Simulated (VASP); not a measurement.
**Ru: a series in uniaxial stress along [0001]**

How do stress and energy of Ru follow uniaxial stress along [0001]?

Method: PBEsol; plane waves and PAW (Ru_pv), in the first sound run; inputs show where later runs differ, in VASP 6.6.1.

This is a report of a sequence of runs, with most program output left out.

### Step 1. The starting structure

The structure is hexagonal, space group P6_3/mmc (No. 194). The conventional cell has a = 2.700 Å, b = 2.700 Å, c = 4.277 Å, α = 90.00°, β = 90.00°, γ = 120.00°. Ru has 12 Ru at 2.65 to 2.70 Å nearest.

As a file:

```
Ru
1.0
     2.70000    0.00000    0.00000
    -1.35000    2.33827    0.00000
     0.00000    0.00000    4.27680
Ru
2
Cartesian
  0.0000 0.0000 0.0000
  0.0000 1.5588 2.1384
```

### Step 2. Relax the crystal, PBEsol

The series starts from the cell that this level prefers, so that zero strain is near zero stress.

This step took 2 runs in a row; the last is shown.

Level: PBEsol; plane waves and PAW (Ru_pv).

Input file INCAR:

```
SYSTEM = Ru
PREC = Accurate
ENCUT = 450
EDIFF = 1E-07
NELM = 120
ISMEAR = 1
SIGMA = 0.15
LREAL = .FALSE.
ALGO = Normal
GGA = PS
NBANDS = 20
LASPH = .TRUE.
LORBIT = 11
LWAVE = .FALSE.
LCHARG = .FALSE.
KPAR = 8
IBRION = 2
NSW = 40
ISIF = 3
EDIFFG = -0.005
POTIM = 0.4
```

Input file POSCAR:

```
Ru
1.0
    2.6904849033      0.0000000000      0.0000000000
   -1.3452424516      2.3300282747      0.0000000000
    0.0000000000      0.0000000000      4.2469971279
Ru
2
Direct
    0.0000000000      0.0000000000      0.0000000000
    0.3333333333      0.6666666667      0.5000000000
```

Input file KPOINTS:

```
Automatic mesh
0
Gamma
25 25 14
0 0 0
```

Potentials, in the order of the species: Ru_pv (PBE family, release 64).

Run with:

```
$ mpirun -np 8 vasp_std
```

The job ended after 15 s (8 MPI ranks of Intel Xeon 6975P-C (Granite Rapids), shared host; peak memory 2.1 GiB).

This run gave:

| Quantity | Value |
| --- | --- |
| energy(sigma→0) of the program | -20.3426 eV |
| stress, compression positive | xx, yy, zz 0.01, 0.01, 0.02 GPa |
| volume | 26.624 Å³ |
| ionic steps | 1 |

### Step 3. Strain across the axis, PBEsol

One member in full: the axis is strained by 0.5 %, and the two directions across it are strained alike until their mean stress is under 0.012 GPa or five steps are spent.

This step took 3 runs, each at a new trial strain with the atoms of the one before; the last is shown.

Level: PBEsol; plane waves and PAW (Ru_pv).

Edit INCAR of step 2 so:

```diff
@@ -15,7 +15,7 @@
 LCHARG = .FALSE.
-KPAR = 8
-IBRION = 2
-NSW = 40
-ISIF = 3
-EDIFFG = -0.005
-POTIM = 0.4
+KPAR = 2
+IBRION = 1
+NSW = 25
+ISIF = 2
+EDIFFG = -0.004
+POTIM = 0.3
```

Input file POSCAR:

```
Ru
1.0
    2.6874436610      0.0000000000      0.0000000000
   -1.3437218310      2.3273944820      0.0000000000
    0.0000000000      0.0000000000      4.2682321140
Ru
2
Direct
    0.0000000000      0.0000000000      0.0000000000
    0.3333333333      0.6666666667      0.5000000000
```

KPOINTS is that of step 2.

Run with:

```
$ mpirun -np 2 vasp_std
```

It took 37 s on 2 MPI ranks; peak memory 0.53 GiB.

Numbers from this step:

```
energy(sigma→0) of the program : -20.3414 eV
stress, compression positive   : xx, yy, zz -0.01, -0.01, -3.04 GPa
ionic steps                    : 1
```

### Step 4. The whole series

The other members went through these steps as far as the tables show, with the same cutoff and, step by step, the same mesh; 31 runs are not shown. The session took 0.81 core hours (wall time by ranks) on a shared machine.

```
strain along the axis (%)  strain across the axis (%)  stress along the axis, tension positive (GPa)  energy above the unstrained row, extrapolated to no smearing (meV/atom)
                   -2.000                       0.498                                        -13.105                                                                   10.915
                   -1.500                       0.365                                         -9.707                                                                    6.105
                   -1.000                       0.240                                         -6.390                                                                    2.711
                   -0.500                       0.119                                         -3.156                                                                    0.694
                        0                       0.000                                         -0.022                                                                    0.000
                    0.500                      -0.113                                          3.038                                                                    0.581
                    1.000                      -0.224                                          6.005                                                                    2.400
                    1.500                      -0.330                                              ?                                                                        ?
                    2.000                      -0.430                                         11.758                                                                    9.597
```

### Step 5. A fit to the known rows

Fitting a parabola to the 8 known rows (e: strain in %) gives stress = − 0.1630 e² + 6.211 e − 0.02302 in GPa; the residuals are 0.010 GPa r.m.s.

At e = 1.5 this predicts 8.927 GPa.

### Step 6. Checking the prediction

The calculation gives 8.910 GPa, so the prediction is 0.017 GPa too high, within twice the residual of the fit.

Slopes at zero strain, from cubics through all rows: strain ratio -0.232, stress over strain 619 GPa.

### Step 7. Results

```
error of the predicted stress  : 0.017 GPa
Poisson ratio                  : 0.232
Young's modulus along the axis : 619 GPa
```

In words: As a check, the curvature of the energy gives 615 GPa for the same modulus (energy per volume = E/2 × strain²), 1 % from the slope of the stress. The energy also has a linear term worth 0.12 GPa that the stress column lacks, a mark of the finite basis or of the smearing. These are static values: temperature and zero-point motion are left out. In a metal the slopes also depend on mesh and smearing, which were held through the series.

[Lines on the potential files, build, host, timing and source positions are cut from VASP's logs without a mark.]

[Logs are printed without paths, hosts, clocks, repeated set-up lines and the standing remarks that a program may print on its own settings, such as how far it seeks lower states.]

[Hosts, paths, dates, database ids (printed as entryN), source tags and the programs' standing remarks are cut or masked in the printed files.]

[In band tables of VASP the shares of atoms and orbitals are scaled to a sum of 1 inside the atoms' spheres.]
